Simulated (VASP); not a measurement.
Input:

```
CELL_PARAMETERS angstrom
      0.00000     3.57000     3.57000
      3.57000     0.00000     3.57000
      3.57000     3.57000     0.00000
ATOMIC_POSITIONS crystal
  Ba 0.00000 0.00000 0.00000
  Te 0.50000 0.50000 0.50000
```

These are PBE GGA, VASP's PBE PAW potentials (set 64) (plane waves; VASP) values and carry that method's errors. Settings: 400 eV cut-off, KSPACING 0.6 per Å, Gaussian smearing of 0.050 eV, potentials Ba_sv Te.

**Question.** What does the run give for the energy per atom (σ→0)?

**Answer.** 
The energy per atom (σ→0) comes out as -4.291 eV/atom.

Total energies compare only between runs with the same potentials, cut-off and functional.

The compound is BaTe in the rock salt structure. The cell was not relaxed at this level. The run is one of a series of settings (KGAMMA = .TRUE., KSPACING = 0.6, KPOINTS file removed against the base run), some of them coarse on purpose.
